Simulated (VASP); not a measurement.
Consider the following.

```
CELL_PARAMETERS angstrom
      0.00000     2.65344     2.68846
      2.69759     0.00000     2.68846
      2.69759     2.65344     0.00000
ATOMIC_POSITIONS crystal
  Mg 0.00000 0.00000 0.00000
  Se 0.49161 0.50839 0.50839
```

All values below come from PBE GGA, VASP's PBE PAW potentials (set 64) (plane waves; VASP). Settings: 400 eV cut-off, 1×1×1 Γ-centred mesh, Gaussian smearing of 0.050 eV, potentials Mg Se.

**Question.** Give the force on each atom (eV/Å).

**Answer.** 
| atom | Fx | Fy | Fz |
|---|---|---|---|
| Mg1 | -0.087 | 0.000 | 0.000 |
| Se2 | 0.087 | 0.000 | 0.000 |

**Question.** Give the stress tensor in GPa (positive for a compressed cell).

**Answer.** 
```
61.04   0.00   0.00
 0.00  62.23   0.00
 0.00   0.00  60.93
```
The pressure is its mean diagonal, 61.40 GPa.

The compound is MgSe in the rock salt structure. The cell was not relaxed at this level, atoms are displaced from their ideal sites. The k-mesh is coarse (spacing up to 2.03 per Å, 2π included), so the numbers may not be converged in it. The run is one of a series of settings (KPOINTS 1×1×1 Γ-centred mesh against the base run), some of them coarse on purpose.
